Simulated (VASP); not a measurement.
Calculation: PBEsol GGA, VASP's PBE PAW potentials (set 64) (plane waves; VASP).

Input for VASP

**INCAR**
```
SYSTEM  =  Pt
PREC  =  Accurate; ENCUT  =  500; LREAL  =  .False.
LASPH  =  .True.
EDIFF  =  1E-6; NELM  =  100; ALGO  =  Normal
LMAXMIX  =  6
ISMEAR  =  1; SIGMA  =  0.1
GGA  =  PS
IBRION  =  2; NSW  =  40; ISIF  =  3
EDIFFG  =  -0.02; PSTRESS  =  300
LWAVE  =  .False.; LCHARG  =  .False.
```

### KPOINTS
```
Automatic mesh
0
G
 16 16 16
0 0 0
```

**POSCAR**
```
Pt
1
    0.0000000000     1.9199088279     1.9199088279
    1.9199088279     0.0000000000     1.9199088279
    1.9199088279     1.9199088279     0.0000000000
Pt
1
Direct
  0.0000000000   0.0000000000   0.0000000000
```

POTCAR, in this order: Pt (PBE.64 set). Program: vasp_std.

The resulting files:

OSZICAR:
```
       N       E                     dE             d eps       ncg     rms          rms(c)
DAV:   1     0.358516231113E+02    0.35852E+02   -0.54480E+03  2707   0.100E+03
DAV:   2    -0.695177189650E+01   -0.42803E+02   -0.41483E+02  2790   0.189E+02
DAV:   3    -0.735075404258E+01   -0.39898E+00   -0.39017E+00  3084   0.184E+01
DAV:   4    -0.735195261812E+01   -0.11986E-02   -0.11985E-02  3051   0.106E+00
DAV:   5    -0.735195951747E+01   -0.68993E-05   -0.68995E-05  2978   0.725E-02    0.160E+01
DAV:   6    -0.697167870017E+01    0.38028E+00   -0.88215E-01  2672   0.873E+00    0.829E+00
DAV:   7    -0.691622531288E+01    0.55453E-01   -0.20681E-01  2762   0.407E+00    0.261E+00
DAV:   8    -0.691146014167E+01    0.47652E-02   -0.85318E-03  2808   0.980E-01    0.586E-01
DAV:   9    -0.691126283588E+01    0.19731E-03   -0.13499E-04  2802   0.129E-01    0.231E-02
DAV:  10    -0.691126747555E+01   -0.46397E-05   -0.26751E-06  3052   0.124E-02    0.218E-03
DAV:  11    -0.691126767857E+01   -0.20302E-06   -0.69931E-08  1441   0.285E-03
   1 F= -.42610443E+01 E0= -.42608599E+01  d E =-.426104E+01
       N       E                     dE             d eps       ncg     rms          rms(c)
DAV:   1    -0.757950004513E+01   -0.66823E+00   -0.31310E+01  2674   0.620E+01    0.138E+01
DAV:   2    -0.647584373071E+01    0.11037E+01   -0.23741E+00  2635   0.150E+01    0.383E+00
DAV:   3    -0.634633327212E+01    0.12951E+00   -0.54538E-01  2727   0.671E+00    0.101E+00
DAV:   4    -0.634845875490E+01   -0.21255E-02   -0.50908E-03  3566   0.697E-01    0.631E-01
DAV:   5    -0.635068113243E+01   -0.22224E-02   -0.44736E-03  3020   0.454E-01    0.282E-02
DAV:   6    -0.635075603162E+01   -0.74899E-04   -0.67681E-05  3510   0.690E-02    0.129E-02
DAV:   7    -0.635076623354E+01   -0.10202E-04   -0.45653E-06  3024   0.144E-02    0.907E-04
DAV:   8    -0.635076634471E+01   -0.11117E-06   -0.89316E-08  1354   0.272E-03
   2 F= -.40274012E+01 E0= -.40273419E+01  d E =0.233643E+00
       N       E                     dE             d eps       ncg     rms          rms(c)
DAV:   1    -0.772181868273E+01   -0.13711E+01   -0.21780E+01  2642   0.515E+01    0.720E+00
DAV:   2    -0.691847984630E+01    0.80334E+00   -0.22779E+00  2622   0.136E+01    0.468E+00
DAV:   3    -0.686010852910E+01    0.58371E-01   -0.25154E-01  2735   0.433E+00    0.224E+00
DAV:   4    -0.686158679225E+01   -0.14783E-02   -0.73883E-03  3207   0.578E-01    0.551E-01
DAV:   5    -0.686199232108E+01   -0.40553E-03   -0.45785E-04  3176   0.172E-01    0.854E-02
DAV:   6    -0.686203967461E+01   -0.47354E-04   -0.15861E-05  3246   0.285E-02    0.131E-02
DAV:   7    -0.686204034735E+01   -0.67274E-06   -0.51161E-07  2088   0.541E-03
   3 F= -.42718817E+01 E0= -.42717243E+01  d E =-.108374E-01
       N       E                     dE             d eps       ncg     rms          rms(c)
DAV:   1    -0.685952841876E+01    0.25113E-02   -0.19353E-03  2661   0.482E-01    0.758E-02
DAV:   2    -0.685945585741E+01    0.72561E-04   -0.19137E-04  2614   0.127E-01    0.314E-02
DAV:   3    -0.685945061003E+01    0.52474E-05   -0.27860E-05  2713   0.457E-02    0.133E-02
DAV:   4    -0.685945145214E+01   -0.84211E-06   -0.91986E-07  2254   0.773E-03
   4 F= -.42719086E+01 E0= -.42717524E+01  d E =-.108643E-01
```

OUTCAR:
```
------------------------ aborting loop because EDIFF is reached ----------------------------------------
  FORCE on cell =-STRESS in cart. coord.  units (eV):
  Direction    XX          YY          ZZ          XY          YZ          ZX
  --------------------------------------------------------------------------------------
  Total        2.5800650      2.5800650      2.5800650     -0.0000000      0.0000000      0.0000000
  in kB      299.1330081    299.1330081    299.1330081     -0.0000000      0.0000000      0.0000000
  external PRESSURE =      -0.8669919 kB  Pullay stress =     300.0000000 kB
  volume of cell :       13.82
      direct lattice vectors                 reciprocal lattice vectors
     0.000000000  1.904651970  1.904651970    -0.262515151  0.262515151  0.262515151
     1.904651970  0.000000000  1.904651970     0.262515151 -0.262515151  0.262515151
     1.904651970  1.904651970  0.000000000     0.262515151  0.262515151 -0.262515151
 POSITION                                       TOTAL-FORCE (eV/Angst)
 -----------------------------------------------------------------------------------
      3.80930      3.80930      3.80930        -0.000000     -0.000000     -0.000000
 -----------------------------------------------------------------------------------
    total drift:                                0.000000      0.000000      0.000000
  FREE ENERGIE OF THE ION-ELECTRON SYSTEM (eV)
  ---------------------------------------------------
  free  energy   TOTEN  =        -6.8594514521 eV

  energy  without entropy=       -6.8589829425  energy(sigma->0) =       -6.85929528
  enthalpy is  TOTEN    =        -4.2719085513 eV   P V=        2.5875429009

 reached required accuracy - stopping structural energy minimisation
```
(Selected blocks of OUTCAR.)

**CONTCAR**
```
Pt
   1.00000000000000
     0.0000000000000000    1.9046519704735867    1.9046519704735867
     1.9046519704735867    0.0000000000000000    1.9046519704735867
     1.9046519704735867    1.9046519704735867    0.0000000000000000
  Pt
     1
Direct
     1.0000000000000000    1.0000000000000000    1.0000000000000000
```

**OUTCAR**
```
 val. band max:       12.8447561901   @ k =  -0.4375   0.1250   0.0625

 cond. band min:      12.8790948385   @ k =  -0.4375   0.3125   0.0000


 Fermi energy:        12.8455541806

 k-point     1 :       0.0000    0.0000    0.0000
  band No.  band energies     occupation
      1       1.5413      2.00000
      2       8.4796      2.00000
      3       8.4796      2.00000
      4       8.4796      2.00000
      5      10.9937      2.00000
      6      10.9937      2.00000
      7      27.1920      0.00000
      8      32.6562      0.00000
      9      32.6562      0.00000

 k-point     2 :       0.0625    0.0000    0.0000
  band No.  band energies     occupation
      1       1.7131      2.00000
      2       8.3959      2.00000
      3       8.5509      2.00000
      4       8.5509      2.00000
      5      10.9504      2.00000
      6      10.9504      2.00000
      7      27.4775      0.00000
      8      31.8175      0.00000
      9      32.9357      0.00000

 k-point     3 :       0.1250    0.0000    0.0000
  band No.  band energies     occupation
      1       2.2067      2.00000
      2       8.1917      2.00000
      3       8.7294      2.00000
      4       8.7294      2.00000
      5      10.8673      2.00000
      6      10.8673      2.00000
      7      28.2401      0.00000
      8      30.1722      0.00000
      9      33.7453      0.00000

 k-point     4 :       0.1875    0.0000    0.0000
  band No.  band energies     occupation
      1       2.9417      2.00000
      2       8.0033      2.00000
      3       8.8968      2.00000
      4       8.8968      2.00000
      5      10.8875      2.00000
      6      10.8875      2.00000
      7      28.3561      0.00000
      8      29.1798      0.00000
      9      34.9961      0.00000

 k-point     5 :       0.2500    0.0000    0.0000
  band No.  band energies     occupation
      1       3.7329      2.00000
      2       8.0651      2.00000
      3       8.9047      2.00000
...
```

Energy and stress use the plane-wave basis of the starting cell. Unless said otherwise, spin-orbit coupling is left out, though it shifts the bands of the heavy elements here.

The compound is Pt in the fcc structure. This run relaxes it under an external pressure of 30 GPa. Symmetry was kept, so distortions that lower it aren't found.
